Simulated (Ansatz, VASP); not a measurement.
# TaN in two plane-wave programs

Aim: how closely do two programs agree when they are given the same cell, functional and k mesh? The cell is taken from a series of runs on this material, whose earlier steps may have relaxed, scaled, displaced or heated it; both programs get it as it stands.

Method: plane waves, with VASP 6.6.1 beside it; zone-centre phonons at LDA, in Ansatz 0.2.0.

## 1. The structure

The structure is hexagonal, space group P-6m2 (No. 187). Conventional cell: a = 2.891 Å, b = 2.891 Å, c = 2.937 Å, α = 90.00°, β = 90.00°, γ = 120.00°. N has 6 Ta at 2.22 Å nearest. Nearest to Ta lie 6 N at 2.22 Å. Farther neighbours and most contacts between anions are not listed.

## 2. VASP: zone-centre phonons, LDA

Second derivatives magnify differences that forces hide, and they need a tight electronic threshold.

Lines of VASP's logs that name or quote its potential files are left out, and so is its time.

File INCAR:

```
SYSTEM = TaN
PREC = Accurate
ENCUT = 600
EDIFF = 1E-08
NELM = 120
ISMEAR = 1
SIGMA = 0.2
LREAL = .FALSE.
ALGO = Normal
GGA = CA
NBANDS = 14
LASPH = .TRUE.
LORBIT = 11
LWAVE = .FALSE.
LCHARG = .FALSE.
ISIF = 2
IBRION = 8
GGA_COMPAT = .FALSE.
KPAR = 2
```

File POSCAR:

```
TaN
1.0
    2.8912953022      0.0000000000      0.0000000000
   -1.4456476511      2.5039351815      0.0000000000
    0.0000000000      0.0000000000      2.9372455349
N Ta
1 1
Direct
    0.6666666689      0.3333333311      0.0000000000
    0.9999999978      0.0000000022      0.5000000000
```

File KPOINTS:

```
Automatic mesh
0
Gamma
18 18 16
0 0 0
```

The projector-augmented-wave data sets are N and Ta_pv (LDA family, release 64).

On the command line:

```console
mpirun -np 2 vasp_std
```

Numbers of over 12 decimals in the logs are rounded to 6 here.

Log:

```text
[banner, memory and clock lines left out]
running    2 mpi-ranks, on    1 nodes
 distrk:  each k-point on    1 cores,    2 groups
 distr:  one band on    1 cores,    1 groups

 POSCAR found type information on POSCAR N Ta
 POSCAR found :  2 types and       2 ions
 LDA part: xc-table for (Slater(with rela. corr.)+CA(PZ))
 , standard interpolation
 POSCAR, INCAR and KPOINTS ok, starting setup
 FFT: planning ... GRIDC
 FFT: planning ... GRID_SOFT
 FFT: planning ... GRID
 WAVECAR not read
 entering main loop
       N       E                     dE             d eps       ncg     rms          rms(c)
DAV:   1     0.101591823757E+03    0.10159E+03   -0.98193E+03  9324   0.133E+03
DAV:   2    -0.237876599531E+02   -0.12538E+03   -0.11857E+03 11394   0.334E+02
DAV:   3    -0.272162234981E+02   -0.34286E+01   -0.34075E+01 10692   0.520E+01
DAV:   4    -0.272326410015E+02   -0.16418E-01   -0.16414E-01 11136   0.393E+00
DAV:   5    -0.272327576097E+02   -0.11661E-03   -0.11661E-03 10986   0.309E-01    0.238E+01
DAV:   6    -0.248508415533E+02    0.23819E+01   -0.46792E+00 10194   0.251E+01    0.101E+01
DAV:   7    -0.247196723352E+02    0.13117E+00   -0.39567E-01 12468   0.601E+00    0.695E+00
DAV:   8    -0.246820145871E+02    0.37658E-01   -0.15239E-01 12282   0.352E+00    0.123E+00
DAV:   9    -0.246777255674E+02    0.42890E-02   -0.10264E-02 10020   0.877E-01    0.175E-01
DAV:  10    -0.246775031669E+02    0.22240E-03   -0.70359E-04 12222   0.306E-01    0.856E-02
DAV:  11    -0.246774850765E+02    0.18090E-04   -0.33295E-05 10266   0.602E-02    0.138E-02
DAV:  12    -0.246774851018E+02   -0.25342E-07   -0.19909E-06 12210   0.140E-02    0.233E-03
DAV:  13    -0.246774850839E+02    0.17912E-07   -0.89337E-08 10692   0.268E-03    0.110E-03
DAV:  14    -0.246774850786E+02    0.53431E-08   -0.12046E-08  8488   0.107E-03
   1 F= -.24677485E+02 E0= -.24677582E+02  d E =0.291958E-03
 Linear response reoptimize wavefunctions to high precision
DAV:   1    -0.246774850784E+02    0.17621E-09   -0.55035E-10  7956   0.245E-04
DAV:   2    -0.246774850784E+02   -0.13642E-10   -0.42567E-11  6684   0.693E-05
 Linear response DOF=           4
 Linear response progress:
  Degree of freedom:   1/  4
       N       E                     dE             d eps       ncg     rms          rms(c)
RMM:   1    -0.229726050910E+00   -0.22973E+00    0.99335E-02 92857   0.283E+00
RMM:   2    -0.223289656958E+00    0.64364E-02   -0.36907E-03 70133   0.467E-01    0.171E-01
RMM:   3    -0.224149774828E+00   -0.86012E-03   -0.62284E-04 67481   0.162E-01    0.932E-02
RMM:   4    -0.225375920601E+00   -0.12261E-02   -0.31977E-04 68014   0.113E-01    0.247E-02
RMM:   5    -0.225442757757E+00   -0.66837E-04   -0.10765E-05 78722   0.241E-02    0.205E-03
RMM:   6    -0.225443256129E+00   -0.49837E-06   -0.10629E-06 77864   0.502E-03    0.644E-04
RMM:   7    -0.225437121463E+00    0.61347E-05   -0.13140E-07 78950   0.149E-03    0.262E-04
RMM:   8    -0.225438920962E+00   -0.17995E-05   -0.13637E-07 78475   0.460E-04    0.900E-05
RMM:   9    -0.225438205152E+00    0.71581E-06   -0.52189E-08 76667   0.169E-04    0.187E-05
RMM:  10    -0.225438145263E+00    0.59890E-07   -0.29003E-08 84585   0.609E-05    0.124E-05
RMM:  11    -0.225438201117E+00   -0.55854E-07    0.10327E-08 80011   0.280E-05    0.244E-06
RMM:  12    -0.225438229341E+00   -0.28224E-07   -0.10054E-10 78166   0.176E-05    0.399E-06
RMM:  13    -0.225438226200E+00    0.31408E-08   -0.17283E-10 59506   0.143E-05    0.305E-06
 first order change of Fermi-energy   0.30402E-04
 force on displaced ion       1 direction 1 : -12.938   0.001   0.000
 Linear response progress:
  Degree of freedom:   2/  4
       N       E                     dE             d eps       ncg     rms          rms(c)
RMM:   1    -0.234393437974E+00   -0.23439E+00    0.16093E-01 31631   0.295E+00
RMM:   2    -0.229540591138E+00    0.48528E-02   -0.41441E-03 25150   0.492E-01    0.159E-01
RMM:   3    -0.230273757499E+00   -0.73317E-03   -0.11207E-03 24036   0.198E-01    0.802E-02
RMM:   4    -0.231487907031E+00   -0.12141E-02   -0.49789E-04 24633   0.130E-01    0.226E-02
RMM:   5    -0.231614081211E+00   -0.12617E-03   -0.18638E-05 26435   0.339E-02    0.406E-03
RMM:   6    -0.231620071068E+00   -0.59899E-05   -0.11970E-06 26685   0.824E-03    0.100E-03
RMM:   7    -0.231610694429E+00    0.93766E-05   -0.13571E-07 25591   0.237E-03    0.313E-04
RMM:   8    -0.231611980347E+00   -0.12859E-05   -0.27981E-08 28567   0.711E-04    0.128E-04
RMM:   9    -0.231612960346E+00   -0.98000E-06   -0.93289E-09 27014   0.217E-04    0.249E-05
RMM:  10    -0.231612793982E+00    0.16636E-06   -0.42214E-09 27828   0.699E-05    0.622E-06
RMM:  11    -0.231612805178E+00   -0.11196E-07   -0.96089E-09 27967   0.269E-05    0.136E-06
RMM:  12    -0.231612814231E+00   -0.90527E-08   -0.39186E-09 26371   0.150E-05    0.579E-07
 first order change of Fermi-energy  -0.33864E-04
 force on displaced ion       1 direction 3 :  -0.000   0.000 -12.958
 Linear response progress:
  Degree of freedom:   3/  4
       N       E                     dE             d eps       ncg     rms          rms(c)
RMM:   1    -0.129174574464E+00   -0.12917E+00    0.11633E+01 42127   0.247E+01
RMM:   2    -0.158034860425E+00   -0.28860E-01   -0.26118E-02 63866   0.147E+00    0.176E-01
RMM:   3    -0.156716273607E+00    0.13186E-02   -0.27074E-03 73498   0.347E-01    0.962E-02
RMM:   4    -0.155878215525E+00    0.83806E-03   -0.29410E-04 82232   0.125E-01    0.379E-02
RMM:   5    -0.155568360448E+00    0.30986E-03   -0.96238E-05 84070   0.330E-02    0.648E-03
RMM:   6    -0.155577778654E+00   -0.94182E-05   -0.91326E-05 79900   0.128E-02    0.137E-03
RMM:   7    -0.155577105250E+00    0.67340E-06   -0.46815E-05 87558   0.405E-03    0.409E-04
RMM:   8    -0.155579770474E+00   -0.26652E-05   -0.26058E-05 93692   0.155E-03    0.154E-04
RMM:   9    -0.155580735515E+00   -0.96504E-06   -0.12779E-05 80891   0.637E-04    0.396E-05
RMM:  10    -0.155581139545E+00   -0.40403E-06   -0.60477E-06 89737   0.301E-04    0.188E-05
RMM:  11    -0.155581215980E+00   -0.76434E-07   -0.28750E-06 93438   0.134E-04    0.365E-06
RMM:  12    -0.155581232050E+00   -0.16070E-07   -0.16466E-06 87390   0.726E-05    0.280E-06
RMM:  13    -0.155581244898E+00   -0.12848E-07   -0.85984E-07 87259   0.425E-05    0.204E-06
RMM:  14    -0.155581296513E+00   -0.51615E-07   -0.49822E-07 81408   0.299E-05    0.207E-06
RMM:  15    -0.155581268152E+00    0.28361E-07   -0.23975E-07 76782   0.202E-05    0.886E-07
RMM:  16    -0.155581279447E+00   -0.11295E-07   -0.15245E-07 66075   0.138E-05    0.324E-07
RMM:  17    -0.155581281448E+00   -0.20009E-08   -0.70825E-08 59731   0.111E-05    0.208E-07
 first order change of Fermi-energy  -0.66155E-04
 force on displaced ion       2 direction 1 : -12.937   0.000   0.000
 Linear response progress:
  Degree of freedom:   4/  4
       N       E                     dE             d eps       ncg     rms          rms(c)
RMM:   1    -0.156177906626E+00   -0.15618E+00    0.97874E+00 14939   0.238E+01
RMM:   2    -0.184673487259E+00   -0.28496E-01   -0.29187E-02 21939   0.151E+00    0.134E-01
RMM:   3    -0.184181206955E+00    0.49228E-03   -0.21901E-03 26029   0.300E-01    0.718E-02
RMM:   4    -0.183782460990E+00    0.39875E-03   -0.18263E-04 27387   0.917E-02    0.219E-02
RMM:   5    -0.183676611366E+00    0.10585E-03   -0.45231E-05 28728   0.260E-02    0.654E-03
RMM:   6    -0.183652792581E+00    0.23819E-04   -0.52685E-05 27193   0.101E-02    0.608E-04
RMM:   7    -0.183654749271E+00   -0.19567E-05   -0.34554E-05 30016   0.317E-03    0.349E-04
RMM:   8    -0.183657755745E+00   -0.30065E-05   -0.19311E-05 28331   0.132E-03    0.827E-05
RMM:   9    -0.183658464072E+00   -0.70833E-06   -0.10769E-05 30443   0.574E-04    0.306E-05
RMM:  10    -0.183658655059E+00   -0.19099E-06   -0.60409E-06 31007   0.273E-04    0.904E-06
RMM:  11    -0.183658805125E+00   -0.15007E-06   -0.34622E-06 28401   0.158E-04    0.509E-06
RMM:  12    -0.183658852984E+00   -0.47859E-07   -0.20874E-06 29943   0.946E-05    0.379E-06
RMM:  13    -0.183658947497E+00   -0.94513E-07   -0.12362E-06 27206   0.656E-05    0.247E-06
RMM:  14    -0.183658899337E+00    0.48160E-07   -0.76254E-07 26720   0.411E-05    0.261E-06
RMM:  15    -0.183658948680E+00   -0.49342E-07   -0.46661E-07 27405   0.299E-05    0.264E-07
RMM:  16    -0.183658953890E+00   -0.52103E-08   -0.29407E-07 29380   0.194E-05    0.128E-07
RMM:  17    -0.183658951364E+00    0.25257E-08   -0.17870E-07 17813   0.142E-05    0.309E-07
RMM:  18    -0.183658957563E+00   -0.61982E-08   -0.10845E-07 19200   0.119E-05    0.107E-07
RMM:  19    -0.183658956553E+00    0.10092E-08   -0.69347E-08 15521   0.102E-05    0.210E-07
 first order change of Fermi-energy  -0.11789E-02
 force on displaced ion       2 direction 3 :   0.000   0.000 -12.959
 Linear response finished
```

From OUTCAR (step 2):

```text
ion  position               nearest neighbor table
   1  0.667  0.333  0.000-   2 2.22   2 2.22   2 2.22   2 2.22   2 2.22   2 2.22
   2  1.000  0.000  0.500-   1 2.22   1 2.22   1 2.22   1 2.22   1 2.22   1 2.22

  LATTYP: Found a hexagonal cell.
 ALAT       =     2.8912953022
 C/A-ratio  =     1.0158926114

 Subroutine GETGRP returns: Found 12 space group operations
 (whereof 12 operations were pure point group operations)

The static configuration has the point symmetry D_3h.

 Found    333 irreducible k-points:

   k-points           NKPTS =    333   k-points in BZ     NKDIM =    333   number of bands    NBANDS=     14

   dimension x,y,z NGX =    24 NGY =   24 NGZ =   24
   dimension x,y,z NGXF=    48 NGYF=   48 NGZF=   48

   ENCUT  =  600.0 eV  44.10 Ry    6.64 a.u.   5.77  5.77  5.87*2*pi/ulx,y,z

   NELECT =      16.0000    total number of electrons

 k-points in reciprocal lattice and weights: Automatic mesh
   0.00000000  0.00000000  0.00000000       0.000
   0.05555556  0.00000000  0.00000000       0.001
   0.11111111  0.00000000  0.00000000       0.001
   0.16666667  0.00000000  0.00000000       0.001
   0.22222222  0.00000000  0.00000000       0.001
   0.27777778  0.00000000  0.00000000       0.001
   0.33333333 -0.00000000  0.00000000       0.001
   0.38888889 -0.00000000  0.00000000       0.001
   0.44444444  0.00000000  0.00000000       0.001
[...]
0.33333333  0.27777778  0.50000000       0.002
   0.33333333  0.33333333  0.50000000       0.000

 average (electrostatic) potential at core
       1 -61.2072       2 -35.3171

  Total        0.2340070      0.2340070     -2.8251627      0.0000000      0.0000000      0.0000000
  in kB       17.6312733     17.6312733   -212.8620577      0.0000000      0.0000000      0.0000000
  external PRESSURE =     -59.1998370 kB  Pullay stress =       0.0000000 kB

  energy-cutoff  :      600.00
  volume of cell :       21.26
      direct lattice vectors                 reciprocal lattice vectors
     2.891295302  0.000000000  0.000000000     0.345865744  0.199685680  0.000000000
    -1.445647651  2.503935182  0.000000000     0.000000000  0.399371360  0.000000000
     0.000000000  0.000000000  2.937245535     0.000000000  0.000000000  0.340455024

 POSITION                                       TOTAL-FORCE (eV/Angst)
 -----------------------------------------------------------------------------------
      1.44565      0.83465      0.00000        -0.000000      0.000000      0.000000
      2.89130      0.00000      1.46862         0.000000      0.000000      0.000000
 -----------------------------------------------------------------------------------
    total drift:                               -0.000004      0.000002      0.000000

 Eigenvectors and eigenvalues of the dynamical matrix
 ----------------------------------------------------

   1 f  =   15.610989 THz    98.086734 2PiTHz  520.726527 cm-1    64.561832 meV
             X         Y         Z           dx          dy          dz
      1.445648  0.834645  0.000000    -0.000000    0.000000    0.963420
      2.891295  0.000000  1.468623     0.000000    0.000000   -0.267997

   2 f  =   15.598877 THz    98.010637 2PiTHz  520.322542 cm-1    64.511744 meV
             X         Y         Z           dx          dy          dz
      1.445648  0.834645  0.000000     0.963427   -0.000000    0.000000
      2.891295  0.000000  1.468623    -0.267972    0.000000    0.000000

   3 f  =   15.598877 THz    98.010637 2PiTHz  520.322542 cm-1    64.511744 meV
             X         Y         Z           dx          dy          dz
      1.445648  0.834645  0.000000    -0.000000    0.963427    0.000000
      2.891295  0.000000  1.468623    -0.000000   -0.267972    0.000000

   4 f/i=    0.000110 THz     0.000692 2PiTHz    0.003673 cm-1     0.000455 meV
             X         Y         Z           dx          dy          dz
      1.445648  0.834645  0.000000     0.000000    0.000000   -0.267997
      2.891295  0.000000  1.468623    -0.000000    0.000000   -0.963420

   5 f/i=    0.000290 THz     0.001825 2PiTHz    0.009689 cm-1     0.001201 meV
             X         Y         Z           dx          dy          dz
      1.445648  0.834645  0.000000     0.267972    0.000000   -0.000000
      2.891295  0.000000  1.468623     0.963427   -0.000000    0.000000

   6 f/i=    0.000290 THz     0.001825 2PiTHz    0.009689 cm-1     0.001201 meV
             X         Y         Z           dx          dy          dz
      1.445648  0.834645  0.000000     0.000000   -0.267972    0.000000
      2.891295  0.000000  1.468623     0.000000   -0.963427    0.000000

 ELASTIC MODULI CONTR FROM IONIC RELAXATION (kBar)
 Direction    XX          YY          ZZ          XY          YZ          ZX
 --------------------------------------------------------------------------------
 XX          -2.1538      2.1538      0.0000     -0.0000     -0.0000      0.0000
 YY           2.1538     -2.1538      0.0000     -0.0000      0.0000      0.0000
 ZZ           0.0000      0.0000      0.0000      0.0000      0.0000      0.0000
 XY          -0.0000     -0.0000      0.0000     -2.1538     -0.0000      0.0000
 YZ          -0.0000      0.0000      0.0000     -0.0000     -0.0000      0.0000
 ZX           0.0000      0.0000      0.0000      0.0000      0.0000      0.0000
 --------------------------------------------------------------------------------
```

(Continued in part 2 of 2.)

[Lines on the potential files, build, host, timing and source positions are cut from VASP's logs without a mark.]

[Logs are printed without paths, hosts, clocks, repeated set-up lines and the standing remarks that a program may print on its own settings, such as how far it seeks lower states.]

[Hosts, paths, dates, database ids (printed as entryN), source tags and the programs' standing remarks are cut or masked in the printed files.]
